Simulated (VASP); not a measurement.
SrTiO3, 5 atoms in the cell. Symmetry: Pm-3m, No. 221, cubic system. The conventional cell has a = 3.916 Å, b = 3.916 Å, c = 3.916 Å, α = 90.00°, β = 90.00°, γ = 90.00°. Sr (site symmetry m-3m) is surrounded by 12 O at 2.77 Å. Around Ti (site symmetry m-3m) lie 6 O at 1.96 Å. Around O (site symmetry 4/mmm) lie 2 Ti at 1.96 Å. 

| Item | Value |
| --- | --- |
| Program | VASP 6.6.1 |
| Task | band structure |
| Functional | rev-vdW-DF2 |
| Potentials or basis | VASP PAW PBE potentials, release 64 (Sr_sv, Ti_sv, O) |
| Cutoff | 520 eV |
| k mesh | 8 × 8 × 8 |
| Occupations | gaussian, width 0.03 eV |
| Spin | no spin polarisation |
| Further INCAR settings | ALGO = Normal; EDIFF = 1e-07; NBANDS = 28 |

Potentials or basis: VASP PAW PBE potentials, release 64 (Sr_sv, Ti_sv, O).

Launch:

```bash
$ cat potpaw_PBE.64/Sr_sv/POTCAR potpaw_PBE.64/Ti_sv/POTCAR potpaw_PBE.64/O/POTCAR > POTCAR
$ mpirun -np 1 vasp_std > vasp.out
```

Hardware: 1 thread of Intel(R) Xeon(R) Platinum 8259CL CPU @ 2.50GHz (Skylake/Cascade Lake), on a shared host.

Q: How long does it take, and how much memory?

A: It took 2.5 min on 1 thread of Intel(R) Xeon(R) Platinum 8259CL CPU @ 2.50GHz (Skylake/Cascade Lake) (shared host), peak memory 0.39 GiB. Counts: scf iterations 37, k points 35.
